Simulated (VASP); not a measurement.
Given:

```yaml
crystal:
  lattice:
    - [5.10850, 0.00000, 0.00000]
    - [0.00000, 5.10850, 0.00000]
    - [0.00000, 0.00000, 5.10850]
  atoms:
    - { symbol: Sn, position: [0.00000, 0.00000, 0.00000] }
    - { symbol: Sn, position: [0.50000, 0.50000, 0.00000] }
    - { symbol: Sn, position: [0.00000, 0.50000, 0.50000] }
    - { symbol: Sn, position: [0.50000, 0.00000, 0.50000] }
    - { symbol: O, position: [0.33992, 0.33992, 0.33992] }
    - { symbol: O, position: [0.83992, 0.16008, 0.66008] }
    - { symbol: O, position: [0.66008, 0.83992, 0.16008] }
    - { symbol: O, position: [0.16008, 0.66008, 0.83992] }
    - { symbol: O, position: [0.66008, 0.66008, 0.66008] }
    - { symbol: O, position: [0.16008, 0.83992, 0.33992] }
    - { symbol: O, position: [0.33992, 0.16008, 0.83992] }
    - { symbol: O, position: [0.83992, 0.33992, 0.16008] }
```

All values below come from r2SCAN meta-GGA, VASP's PBE PAW potentials (set 64) (plane waves; VASP). Run with 520 eV cut-off, 5×5×5 Γ-centred mesh, tetrahedra with Blöchl corrections, potentials Sn_d O.

The cores are frozen, which limits the accuracy of field gradients.

Task: Give the principal components of the electric field gradient (V/Å²) and the asymmetry η at each nucleus.

Result: 
```csv
atom,Vxx,Vyy,Vzz,η
Sn1,-47.9,-47.9,95.8,0.00
Sn2,-47.9,-47.9,95.8,0.00
Sn3,-47.9,-47.9,95.8,0.00
Sn4,-47.9,-47.9,95.8,0.00
O5,53.6,53.6,-107.3,0.00
O6,53.6,53.6,-107.3,0.00
O7,53.6,53.6,-107.3,0.00
O8,53.6,53.6,-107.3,0.00
O9,53.6,53.6,-107.3,0.00
O10,53.6,53.6,-107.3,0.00
O11,53.6,53.6,-107.3,0.00
O12,53.6,53.6,-107.3,0.00
```

The structure was generated: SnO2 was put into the pyrite type (Pa-3), which need not be its known phase. It was relaxed first, which changed the volume by +15 %.
